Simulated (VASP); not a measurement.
All values below come from r2SCAN meta-GGA, VASP's PBE PAW potentials (set 64) (plane waves; VASP).

VASP ran on this input.

**POSCAR**
```
Ni3Si
1
    3.4628876299    -0.0000000000    -0.0000000000
   -0.0000000000     3.4628876299     0.0000000000
   -0.0000000000     0.0000000000     3.4628876299
Si Ni
1 3
Direct
  0.0000000000   0.0000000000   0.0000000000
  0.0000000000   0.5000000000   0.5000000000
  0.5000000000   0.0000000000   0.5000000000
  0.5000000000   0.5000000000   0.0000000000
```

INCAR:
```
# general
SYSTEM  = Ni3Si
PREC    = Accurate
ENCUT   = 520
LREAL   = .FALSE.
LASPH   = .TRUE.   # aspherical one-centre terms

# electronic loop
EDIFF   = 1E-6
NELM    = 100
ALGO    = Normal
LMAXMIX = 4   # l cut-off of mixed one-centre charges
LMIXTAU = .TRUE.

# smearing
ISMEAR  = 1
SIGMA   = 0.1   # width (eV)

# functional
METAGGA = R2SCAN

# ions
IBRION  = 2
NSW     = 60
ISIF    = 3
EDIFFG  = -0.02   # ionic stop

# output
LWAVE   = .FALSE.
LCHARG  = .FALSE.
```

### KPOINTS
```
kpoints
0
G
8 8 8
0 0 0
```

POTCAR, in this order: Si Ni (PBE.64 set). Program: vasp_std.

Question: Predict the energy per atom (σ→0), volume per atom, band gap (on the k-mesh).

Answer: 
```
Item                                                        Result
------------------------  ----------------------------------------
energy per atom (σ→0)                              -11.593 eV/atom
band gap (on the k-mesh)  none (metal, semimetal or under 0.01 eV)
volume per atom                                      10.41 Å³/atom
```

**OSZICAR**
```
...
DAV:   2    -0.463753553887E+02    0.12959E-02   -0.67297E-02  1650   0.452E+00    0.484E-01
DAV:   3    -0.463710583891E+02    0.42970E-02   -0.17345E-02  1650   0.237E+00    0.101E-01
DAV:   4    -0.463709206605E+02    0.13773E-03   -0.58992E-04  1499   0.187E-01    0.276E-02
DAV:   5    -0.463709137991E+02    0.68614E-05   -0.37926E-05  1621   0.687E-02    0.171E-02
DAV:   6    -0.463709093401E+02    0.44590E-05   -0.11492E-05  1893   0.466E-02    0.725E-03
DAV:   7    -0.463709079237E+02    0.14164E-05   -0.10220E-05  1575   0.383E-02    0.343E-03
DAV:   8    -0.463709085975E+02   -0.67373E-06   -0.44439E-06  1412   0.299E-02
   3 F= -.46370909E+02 E0= -.46371138E+02  d E =-.237678E-03
```

The compound is Ni3Si in the L1_2 structure. This run relaxes it. Symmetry was kept, so distortions that lower it aren't found. The run is not spin-polarised, so no magnetic state was tried.
